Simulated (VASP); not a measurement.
All values below come from PBEsol GGA, VASP's PBE PAW potentials (set 64) (plane waves; VASP 6.6.1).

The input files of a VASP run:

### POSCAR
```
Eu
1
   -6.4442818680     6.4442818680     6.4442818680
    6.4442818680    -6.4442818680     6.4442818680
    6.4442818680     6.4442818680    -6.4442818680
Eu
27
Direct
  0.0000000000   0.0000000000   0.0000000000
  0.0000000000   0.0000000000   0.3333333333
  0.0000000000   0.0000000000   0.6666666667
  0.0000000000   0.3333333333   0.0000000000
  0.0000000000   0.3333333333   0.3333333333
  0.0000000000   0.3333333333   0.6666666667
  0.0000000000   0.6666666667   0.0000000000
  0.0000000000   0.6666666667   0.3333333333
  0.0000000000   0.6666666667   0.6666666667
  0.3333333333   0.0000000000   0.0000000000
  0.3333333333   0.0000000000   0.3333333333
  0.3333333333   0.0000000000   0.6666666667
  0.3333333333   0.3333333333   0.0000000000
  0.3333333333   0.3333333333   0.3333333333
  0.3333333333   0.3333333333   0.6666666667
  0.3333333333   0.6666666667   0.0000000000
  0.3333333333   0.6666666667   0.3333333333
  0.3333333333   0.6666666667   0.6666666667
  0.6666666667   0.0000000000   0.0000000000
  0.6666666667   0.0000000000   0.3333333333
  0.6666666667   0.0000000000   0.6666666667
  0.6666666667   0.3333333333   0.0000000000
  0.6666666667   0.3333333333   0.3333333333
  0.6666666667   0.3333333333   0.6666666667
  0.6666666667   0.6666666667   0.0000000000
  0.6666666667   0.6666666667   0.3333333333
  0.6666666667   0.6666666667   0.6666666667
```

### INCAR
```
# general
SYSTEM          =Eu
PREC            =Accurate
ENCUT           =400
LREAL           =.FALSE.
LASPH           =.TRUE.

# electronic loop
EDIFF           =1E-7
NELM            =100
ALGO            =Normal
LMAXMIX         =6

# smearing
ISMEAR          =1
SIGMA           =0.1

# functional
GGA             =PS

# ions
IBRION          =6
NSW             =1
ISIF            =2
POTIM           =0.015
NFREE           =2

# output
LWAVE           =.FALSE.
LCHARG          =.FALSE.

# other
LPHON_DISPERSION=.TRUE.
```

### QPOINTS
```
k-points along high-symmetry lines
13
Line-mode
Cartesian
  0.000000   0.000000   0.000000 ! GAMMA
  0.000000   0.232764   0.000000 ! H

  0.000000   0.232764   0.000000 ! H
  0.116382   0.116382   0.000000 ! N

  0.116382   0.116382   0.000000 ! N
  0.000000   0.000000   0.000000 ! GAMMA

  0.000000   0.000000   0.000000 ! GAMMA
  0.116382   0.116382   0.116382 ! P

  0.116382   0.116382   0.116382 ! P
  0.000000   0.232764   0.000000 ! H

  0.116382   0.116382   0.116382 ! P
  0.116382   0.116382   0.000000 ! N
```

File KPOINTS:
```
Automatic mesh
0
Gamma
3 3 3
0 0 0
```

POTCAR, in this order: Eu_2 (PBE.64 set). Program: vasp_std.

Output of the run:

**OSZICAR**
```
       N       E                     dE             d eps       ncg     rms          rms(c)
DAV:   1     0.160089385048E+04    0.16009E+04   -0.72890E+04  1232   0.121E+03
DAV:   2     0.877653394242E+02   -0.15131E+04   -0.14942E+04  1440   0.629E+02
DAV:   3    -0.392925382099E+02   -0.12706E+03   -0.11857E+03  1736   0.126E+02
DAV:   4    -0.559239229423E+02   -0.16631E+02   -0.15738E+02  1744   0.257E+01
DAV:   5    -0.574842888795E+02   -0.15604E+01   -0.14998E+01  1696   0.103E+01    0.386E+01
DAV:   6    -0.580908134761E+02   -0.60652E+00   -0.19703E+00  1744   0.229E+00    0.231E+01
DAV:   7    -0.583602557678E+02   -0.26944E+00   -0.36373E-01  1528   0.156E+00    0.314E-01
DAV:   8    -0.583654535033E+02   -0.51977E-02   -0.58615E-02  1600   0.377E-01    0.113E-01
DAV:   9    -0.583665607854E+02   -0.11073E-02   -0.11270E-02  1640   0.175E-01    0.564E-02
DAV:  10    -0.583667786155E+02   -0.21783E-03   -0.22248E-03  1672   0.544E-02    0.504E-02
DAV:  11    -0.583668253053E+02   -0.46690E-04   -0.46297E-04  1432   0.223E-02    0.549E-03
DAV:  12    -0.583668354460E+02   -0.10141E-04   -0.99407E-05  1008   0.878E-03    0.268E-03
DAV:  13    -0.583668382756E+02   -0.28296E-05   -0.21292E-05   960   0.487E-03    0.828E-04
DAV:  14    -0.583668387593E+02   -0.48367E-06   -0.46366E-06   912   0.209E-03    0.456E-04
DAV:  15    -0.583668388581E+02   -0.98877E-07   -0.97609E-07   864   0.134E-03
   1 F= -.58366839E+02 E0= -.58355203E+02  d E =-.349081E-01
 Found     1 degrees of freedom:
       N       E                     dE             d eps       ncg     rms          rms(c)
DAV:   1    -0.583654719999E+02    0.13668E-02   -0.31333E-01  2256   0.179E+00    0.949E-02
DAV:   2    -0.583665362246E+02   -0.10642E-02   -0.11629E-02  2016   0.294E-01    0.292E-02
DAV:   3    -0.583665798169E+02   -0.43592E-04   -0.64899E-04  2560   0.850E-02    0.197E-02
DAV:   4    -0.583665814095E+02   -0.15926E-05   -0.28356E-05  2520   0.187E-02    0.113E-02
DAV:   5    -0.583665813330E+02    0.76489E-07   -0.86072E-06  2488   0.142E-02    0.361E-03
DAV:   6    -0.583665812732E+02    0.59830E-07   -0.89108E-07  1688   0.393E-03
   2 F= -.58366581E+02 E0= -.58354944E+02  d E =-.349120E-01
       N       E                     dE             d eps       ncg     rms          rms(c)
DAV:   1    -0.583634456643E+02    0.31357E-02   -0.97682E-01  2263   0.331E+00    0.176E-01
DAV:   2    -0.583664181300E+02   -0.29725E-02   -0.34183E-02  1936   0.508E-01    0.540E-02
DAV:   3    -0.583665767722E+02   -0.15864E-03   -0.22442E-03  2584   0.152E-01    0.345E-02
DAV:   4    -0.583665808872E+02   -0.41149E-05   -0.78813E-05  2512   0.326E-02    0.199E-02
DAV:   5    -0.583665817756E+02   -0.88846E-06   -0.28255E-05  2496   0.242E-02    0.639E-03
DAV:   6    -0.583665812449E+02    0.53067E-06   -0.47522E-06  2472   0.943E-03    0.302E-03
DAV:   7    -0.583665812877E+02   -0.42754E-07   -0.65008E-07  1744   0.284E-03
   3 F= -.58366581E+02 E0= -.58354944E+02  d E =-.349120E-01
```

OUTCAR:
```
------------------------ aborting loop because EDIFF is reached ----------------------------------------
  FORCE on cell =-STRESS in cart. coord.  units (eV):
  Direction    XX          YY          ZZ          XY          YZ          ZX
  --------------------------------------------------------------------------------------
  Total        1.1903951      1.1906724      1.1906724      0.0000000      0.0000000      0.0000000
  in kB        1.7816326      1.7820475      1.7820475      0.0000000      0.0000000      0.0000000
  external PRESSURE =       1.7819092 kB  Pullay stress =       0.0000000 kB
  volume of cell :     1070.49
      direct lattice vectors                 reciprocal lattice vectors
    -6.444281868  6.444281868  6.444281868     0.000000000  0.077588164  0.077588164
     6.444281868 -6.444281868  6.444281868     0.077588164  0.000000000  0.077588164
     6.444281868  6.444281868 -6.444281868     0.077588164  0.077588164  0.000000000
 POSITION                                       TOTAL-FORCE (eV/Angst)
 -----------------------------------------------------------------------------------
     -0.01500      0.00000      0.00000         0.035161     -0.000000     -0.000000
      2.14809      2.14809     -2.14809        -0.003734     -0.003644      0.003644
      4.29619      4.29619     -4.29619        -0.003711     -0.003665      0.003665
      2.14809     -2.14809      2.14809        -0.003734      0.003644     -0.003644
      4.29619      0.00000      0.00000        -0.001333     -0.000000     -0.000000
      6.44428      2.14809     -2.14809        -0.000799      0.000014     -0.000014
      4.29619     -4.29619      4.29619        -0.003711      0.003665     -0.003665
      6.44428     -2.14809      2.14809        -0.000799     -0.000014      0.000014
      8.59238      0.00000      0.00000        -0.001377     -0.000000     -0.000000
     -2.14809      2.14809      2.14809        -0.003711      0.003665      0.003665
      0.00000      4.29619      0.00000        -0.001085     -0.000060     -0.000000
      2.14809      6.44428     -2.14809         0.000626     -0.000000      0.000005
      0.00000      0.00000      4.29619        -0.001085     -0.000000     -0.000060
      2.14809      2.14809      2.14809        -0.003734     -0.003644     -0.003644
      4.29619      4.29619     -0.00000         0.000590     -0.000041     -0.000000
      2.14809     -2.14809      6.44428         0.000626      0.000005     -0.000000
      4.29619     -0.00000      4.29619         0.000590     -0.000000     -0.000041
      6.44428      2.14809      2.14809        -0.000799      0.000014      0.000014
     -4.29619      4.29619      4.29619        -0.003734      0.003644      0.003644
     -2.14809      6.44428      2.14809         0.000590     -0.000000      0.000041
      0.00000      8.59238      0.00000        -0.001085      0.000060     -0.000000
     -2.14809      2.14809      6.44428         0.000590      0.000041     -0.000000
     -0.00000      4.29619      4.29619        -0.000799     -0.000014     -0.000014
      2.14809      6.44428      2.14809         0.000626     -0.000000     -0.000005
      0.00000      0.00000      8.59238        -0.001085     -0.000000      0.000060
      2.14809      2.14809      6.44428         0.000626     -0.000005     -0.000000
      4.29619      4.29619      4.29619        -0.003711     -0.003665     -0.003665
 -----------------------------------------------------------------------------------
    total drift:                                0.000751     -0.000000     -0.000000
  FREE ENERGIE OF THE ION-ELECTRON SYSTEM (eV)
  ---------------------------------------------------
  free  energy   TOTEN  =       -58.3665812877 eV

  energy  without entropy=      -58.3316692743  energy(sigma->0) =      -58.35494395
```
(Selected blocks of OUTCAR.)

The 4f electrons are frozen in the core of the lanthanide potential, so 4f levels, which can set the real gap, and their magnetism are missing.

The cell is a supercell, built from Eu (bcc).
